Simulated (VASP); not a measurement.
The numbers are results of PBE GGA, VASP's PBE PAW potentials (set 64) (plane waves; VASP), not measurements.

Input for VASP

File KPOINTS:
```
Automatic
0
G
 1 1 1
0 0 0
```

### POSCAR
```
AsGe63
1.0
 11.5673955220   0.0000000000   0.0000000000
  0.0000000000  11.5673955220   0.0000000000
  0.0000000000   0.0000000000  11.5673955220
Ge As
63 1
direct
  0.5000000000   0.0000000000   0.0000000000
  0.6250000000   0.1250000000   0.1250000000
  0.7500000000   0.2500000000   0.0000000000
  0.8750000000   0.3750000000   0.1250000000
  0.7500000000   0.0000000000   0.2500000000
  0.8750000000   0.1250000000   0.3750000000
  0.0000000000   0.0000000000   0.0000000000
  0.1250000000   0.1250000000   0.1250000000
  0.2500000000   0.2500000000   0.0000000000
  0.3750000000   0.3750000000   0.1250000000
  0.5000000000   0.5000000000   0.0000000000
  0.6250000000   0.6250000000   0.1250000000
  0.7500000000   0.7500000000   0.0000000000
  0.8750000000   0.8750000000   0.1250000000
  0.2500000000   0.0000000000   0.2500000000
  0.3750000000   0.1250000000   0.3750000000
  0.5000000000   0.2500000000   0.2500000000
  0.6254120000   0.3791300000   0.3785110000
  0.7500000000   0.5000000000   0.2500000000
  0.8750000000   0.6250000000   0.3750000000
  0.5000000000   0.0000000000   0.5000000000
  0.6250000000   0.1250000000   0.6250000000
  0.7500000000   0.2500000000   0.5000000000
  0.8750000000   0.3750000000   0.6250000000
  0.7500000000   0.0000000000   0.7500000000
  0.8750000000   0.1250000000   0.8750000000
  0.0000000000   0.5000000000   0.0000000000
  0.1250000000   0.6250000000   0.1250000000
  0.2500000000   0.7500000000   0.0000000000
  0.3750000000   0.8750000000   0.1250000000
  0.0000000000   0.2500000000   0.2500000000
  0.1250000000   0.3750000000   0.3750000000
  0.2500000000   0.5000000000   0.2500000000
  0.3759350000   0.6266870000   0.3753570000
  0.5000000000   0.7500000000   0.2500000000
  0.6250000000   0.8750000000   0.3750000000
  0.0000000000   0.0000000000   0.5000000000
  0.1250000000   0.1250000000   0.6250000000
  0.2500000000   0.2500000000   0.5000000000
  0.3760730000   0.3791390000   0.6264630000
  0.6228970000   0.6213810000   0.6265360000
  0.7500000000   0.7500000000   0.5000000000
  0.8750000000   0.8750000000   0.6250000000
  0.2500000000   0.0000000000   0.7500000000
  0.3750000000   0.1250000000   0.8750000000
  0.5000000000   0.2500000000   0.7500000000
  0.6250000000   0.3750000000   0.8750000000
  0.7500000000   0.5000000000   0.7500000000
  0.8750000000   0.6250000000   0.8750000000
  0.0000000000   0.7500000000   0.2500000000
  0.1250000000   0.8750000000   0.3750000000
  0.0000000000   0.5000000000   0.5000000000
  0.1250000000   0.6250000000   0.6250000000
  0.2500000000   0.7500000000   0.5000000000
  0.3750000000   0.8750000000   0.6250000000
  0.0000000000   0.2500000000   0.7500000000
  0.1250000000   0.3750000000   0.8750000000
  0.2500000000   0.5000000000   0.7500000000
  0.3750000000   0.6250000000   0.8750000000
  0.5000000000   0.7500000000   0.7500000000
  0.6250000000   0.8750000000   0.8750000000
  0.0000000000   0.7500000000   0.7500000000
  0.1250000000   0.8750000000   0.8750000000
  0.4995300000   0.4975650000   0.5034080000
```

**INCAR**
```
# general
SYSTEM   =  AsGe63
PREC     =  Normal
ENCUT    =  400
LREAL    =  Auto
LASPH    =  T
ISYM     =  0
NELECT   =  258.0

# electronic loop
EDIFF    =  1E-5
NELM     =  100   # most electronic steps
NELMIN   =  4
ALGO     =  Fast
LMAXMIX  =  4   # l cut-off of mixed one-centre charges

# smearing
ISMEAR   =  0
SIGMA    =  0.05

# functional
GGA      =  PE

# ions
IBRION   =  2   # conjugate gradients
NSW      =  60   # most ionic steps
ISIF     =  2
EDIFFG   =  -0.03

# output
LWAVE    =  T
LCHARG   =  F
```

POTCAR, in this order: Ge As (PBE.64 set). Program: vasp_gam.

The cell is charged, with a uniform compensating background. The supercell is sampled at Γ alone, which is coarse: total energies, pressure and levels can be off, energies of defects by several tenths of an eV.

Problem. Predict the energy per atom (σ→0).

Solution. 
| Property | Value |
|---|---|
| energy per atom (σ→0) | -4.322 eV/atom |

### OSZICAR
```
...
  13 F= -.27661784E+03 E0= -.27658890E+03  d E =-.552676E-02
       N       E                     dE             d eps       ncg     rms          rms(c)
DAV:   1    -0.276618665968E+03   -0.83313E-03   -0.12945E-01   360   0.658E-01    0.123E-01
RMM:   2    -0.276619378768E+03   -0.71280E-03   -0.88404E-03   324   0.168E-01    0.506E-02
RMM:   3    -0.276619445014E+03   -0.66246E-04   -0.11080E-03   332   0.627E-02    0.231E-02
RMM:   4    -0.276619452092E+03   -0.70787E-05   -0.17030E-04   332   0.236E-02    0.899E-03
RMM:   5    -0.276619455597E+03   -0.35051E-05   -0.34751E-05   234   0.999E-03
  14 F= -.27661946E+03 E0= -.27659030E+03  d E =-.161956E-02
```

The cell is a supercell with a defect, built from Ge (diamond): As_Ge, charge -1. The run is not spin-polarised, so no state with unpaired spins was tried.
